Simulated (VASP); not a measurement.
Data:

```
PbRbF3
1.0
    4.78187     0.00000     0.00000
    0.00000     4.78187     0.00000
    0.00000     0.00000     4.78187
Rb Pb F
1 1 3
Direct
  0.00000   0.00000   0.00000
  0.50000   0.50000   0.50000
  0.00000   0.50000   0.50000
  0.50000   0.00000   0.50000
  0.50000   0.50000   0.00000
```

These are PBEsol GGA with spin-orbit coupling, VASP's PBE PAW potentials (set 64) (plane waves; VASP) values and carry that method's errors. Settings: 520 eV cut-off, 4×4×4 Γ-centred mesh, Gaussian smearing of 0.050 eV, potentials Rb_sv Pb_d F.

### Question
Predict the energy per atom (σ→0), band gap (over mesh and band path) with the smallest direct gap where there is one.

### Answer

* **band gap (over mesh and band path)**: 1.75 eV
* **smallest direct gap (over mesh and band path)**: 1.75 eV
* **energy per atom (σ→0)**: -451.5 kJ/mol of atoms

Total energies compare only between runs with the same potentials, cut-off and functional.

The structure comes from a computed database's RbPbF3 entry (Pm-3m); how it stands against other phases isn't given here. It was relaxed first.
